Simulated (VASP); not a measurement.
# HfN: single point with VASP

System: HfN (rock salt type, first atom moved by 0.06 Å along [111]), 2 atoms in the cell.

VASP input. INCAR
```
ISMEAR = -1
SIGMA = 0.1
ISIF = 2
LHFCALC = .TRUE.
GGA = PE
HFSCREEN = 0.20787
NBANDS = 16
LASPH = .TRUE.
LMAXMIX = 4
NELM = 60
LREAL = .FALSE.
EDIFF = 1E-7
ALGO = Normal
PREC = Normal
ISTART = 1
ICHARG = 0
NELMIN = 4
ENCUT = 400.0
```

KPOINTS
```
mesh
0
Gamma
4 4 4
0 0 0
```

POSCAR
```
HfN
1.0
     0.000000    2.265000    2.265000
     2.265000    0.000000    2.265000
     2.265000    2.265000    0.000000
Hf N
1 1
Direct
  0.007647 0.007647 0.007647
  0.500000 0.500000 0.500000
```

Potentials (PBE.64), in the order of POSCAR: Hf_pv N

The WAVECAR comes from an earlier, cheaper step on the same cell.

Output, in brief

| Item | Value |
| --- | --- |
| Pressure | -8.77 GPa |
| Free energy TOTEN | -25.2678 eV |
| Energy (σ→0) | -25.2602 eV |
| Smearing term TS | 7.6 meV/atom |
| Gap on the mesh | none (metallic) |
| Valence electrons | 15 |
| Irreducible k-points | 13 |

```csv
atom,Fx (eV/Å),Fy (eV/Å),Fz (eV/Å)
Hf1,-0.396,-0.396,-0.396
N2,0.396,0.396,0.396
```

Stress in kB (compression positive), XX YY ZZ XY YZ ZX:
```
-87.70  -87.70  -87.70  -0.40  -0.40  -0.40
```

VASP prints the stress at a fixed plane-wave basis, so it holds the Pulay stress of this cutoff.

The k-mesh is coarse, so these values belong to this mesh and can lie far from the converged ones. At or near VASP's default cutoff a basis error can pull the printed pressure down, by about 1 GPa or less for soft potentials and by 10 GPa or more for hard ones such as O, N and F, so even its sign can be wrong. Potentials made with PBE were used with another functional.
